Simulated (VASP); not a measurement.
A convergence study with VASP on Pd (fcc): a few settings are varied, all else stays as given below, so the limit is that of these other settings.

```
Pd
1.0
    0.00000     1.94500     1.94500
    1.94500     0.00000     1.94500
    1.94500     1.94500     0.00000
Pd
1
Direct
  0.00000   0.00000   0.00000
```

The numbers are results of PBEsol GGA, VASP's PBE PAW potentials (set 64) (plane waves; VASP 6.6.1), not measurements. The last row used: 550 eV cut-off, 24×24×24 Γ-centred mesh, second-order Methfessel-Paxton smearing of 0.40 eV, potentials Pd.

```
setting                                   E (eV/atom)  pressure (GPa)  irreducible k-points
----------------------------------------  -----------  --------------  --------------------
ISMEAR = -1, SIGMA = 0.01, 9×9×9 mesh         -5.9669           -3.12                    35
ISMEAR = -1, SIGMA = 0.2, 9×9×9 mesh          -5.9882           -1.69                    35
ISMEAR = 0, SIGMA = 0.01, 9×9×9 mesh          -5.9668           -3.12                    35
ISMEAR = 0, SIGMA = 0.2, 9×9×9 mesh           -5.9664           -2.66                    35
ISMEAR = 1, SIGMA = 0.01, 9×9×9 mesh          -5.9668           -3.12                    35
ISMEAR = 1, SIGMA = 0.2, 9×9×9 mesh           -5.9648           -3.05                    35
ISMEAR = 2, SIGMA = 0.01, 9×9×9 mesh          -5.9668           -3.12                    35
ISMEAR = 2, SIGMA = 0.2, 9×9×9 mesh           -5.9656           -3.14                    35
ISMEAR = -1, SIGMA = 0.05, 18×18×18 mesh      -5.9626           -2.62                   195
ISMEAR = -1, SIGMA = 0.2, 18×18×18 mesh       -5.9810           -1.51                   195
ISMEAR = 0, SIGMA = 0.05, 18×18×18 mesh    (withheld)      (withheld)                   195
ISMEAR = 0, SIGMA = 0.2, 18×18×18 mesh        -5.9640           -2.43                   195
ISMEAR = 1, SIGMA = 0.05, 18×18×18 mesh       -5.9617           -2.77                   195
ISMEAR = 1, SIGMA = 0.2, 18×18×18 mesh        -5.9623      (withheld)                   195
ISMEAR = 2, SIGMA = 0.05, 18×18×18 mesh       -5.9617           -2.78                   195
ISMEAR = 2, SIGMA = 0.2, 18×18×18 mesh        -5.9623           -2.77                   195
ISMEAR = -1, SIGMA = 0.05, 24×24×24 mesh      -5.9600           -2.55                   413
ISMEAR = -1, SIGMA = 0.4, 24×24×24 mesh       -6.0303            0.48                   413
ISMEAR = 0, SIGMA = 0.05, 24×24×24 mesh       -5.9594           -2.68                   413
ISMEAR = 0, SIGMA = 0.4, 24×24×24 mesh        -5.9716           -1.83                   413
ISMEAR = 1, SIGMA = 0.05, 24×24×24 mesh       -5.9592           -2.70                   413
ISMEAR = 1, SIGMA = 0.4, 24×24×24 mesh        -5.9611           -2.48                   413
ISMEAR = 2, SIGMA = 0.05, 24×24×24 mesh       -5.9592           -2.70                   413
ISMEAR = 2, SIGMA = 0.4, 24×24×24 mesh        -5.9598           -2.56                   413
```

**Question.** Complete the blanks.

**Answer.** 
- ISMEAR = 0, SIGMA = 0.05, 18×18×18 mesh, E (eV/atom): -5.9618
- ISMEAR = 0, SIGMA = 0.05, 18×18×18 mesh, pressure (GPa): -2.75
- ISMEAR = 1, SIGMA = 0.2, 18×18×18 mesh, pressure (GPa): -2.73

Left out are rungs that failed or repeat a setting and relaxations that didn't move; long series are thinned to 24 rows.

The compound is Pd in the fcc structure. The cell was not relaxed at this level.
